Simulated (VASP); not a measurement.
Input:

```xyz
4
Lattice="3.4598 0.0000 0.0000 -1.7299 2.9963 0.0000 0.0000 0.0000 6.2823" Properties=species:S:1:pos:R:3 pbc="T T T"
Cu     0.0000     1.9975     0.1042
Cu     1.7299     0.9988     3.2453
Cl     0.0000     1.9975     2.2517
Cl     1.7299     0.9988     5.3928
```

Computed with PBEsol GGA, VASP's PBE PAW potentials (set 64) (plane waves; VASP). Settings: 500 eV cut-off, 7×7×4 Γ-centred mesh, Gaussian smearing of 0.050 eV, potentials Cu Cl.

Question: Predict the energy per atom (σ→0), pressure.

Answer: 
```
Property                       Result
---------------------  --------------
energy per atom (σ→0)  -3.462 eV/atom
pressure                     9.98 GPa
```

The absolute energy has meaning only against runs of the same code, potentials and settings.

The structure was generated: CuCl was put into the wurtzite type (P6_3mc), which need not be its known phase. It was relaxed first under an external pressure of 10 GPa.
